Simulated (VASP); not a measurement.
All values below come from PBE GGA, VASP's PBE PAW potentials (set 64) (plane waves; VASP).

Input for VASP

**INCAR**
```
SYSTEM = VAs
PREC = Accurate; ENCUT = 300; LREAL = .False.
LASPH = .True.
EDIFF = 1E-6; NELM = 100; ALGO = Normal
LMAXMIX = 4
ISMEAR = 0; SIGMA = 0.272
GGA = PE
MAGMOM = 0.0 2.0
ISPIN = 2
ISIF = 2
LWAVE = .False.; LCHARG = .False.; LORBIT = 11
```

File KPOINTS:
```
Automatic mesh
0
Gamma
5 5 5
0 0 0
```

### KPOINTS_OPT
```
k-points along high-symmetry lines
10
Line-mode
Reciprocal
  0.000000   0.000000   0.000000 ! GAMMA
 -0.500000  -0.500000   0.000000 ! X

 -0.500000  -0.500000   0.000000 ! X
 -0.375000  -0.375000   0.250000 ! U

 -0.375000   0.000000   0.375000 ! K
  0.000000   0.000000   0.000000 ! GAMMA

  0.000000   0.000000   0.000000 ! GAMMA
  0.000000   0.000000   0.500000 ! L

  0.000000   0.000000   0.500000 ! L
 -0.500000  -0.250000   0.250000 ! W

 -0.500000  -0.250000   0.250000 ! W
 -0.500000  -0.500000   0.000000 ! X
```

**POSCAR**
```
VAs
2.8859290
  0.0000000000   1.0000000000   1.0000000000
  1.0000000000   0.0000000000   1.0000000000
  1.0000000000   1.0000000000   0.0000000000
As V
1 1
Cart
  0.5000000000   0.5000000000   0.5000000000
  0.0000000000   0.0000000000   0.0000000000
```

POTCAR, in this order: As V_sv (PBE.64 set). Program: vasp_std.

Task: What will the output report for the number of irreducible k-points (NKPTS), largest plane-wave count, number of space-group operations, FFT grid (NGX, NGY, NGZ)?

Result: 
```json
{
 "number of irreducible k-points (NKPTS)": "10",
 "largest_plane_wave_count": "572",
 "number_of_space_group_operations": "24",
 "FFT grid (NGX, NGY, NGZ)": "24 × 24 × 24"
}
```

The structure was generated: VAs was put into an ordered model structure, which need not be its known phase. The cell was not relaxed at this level.
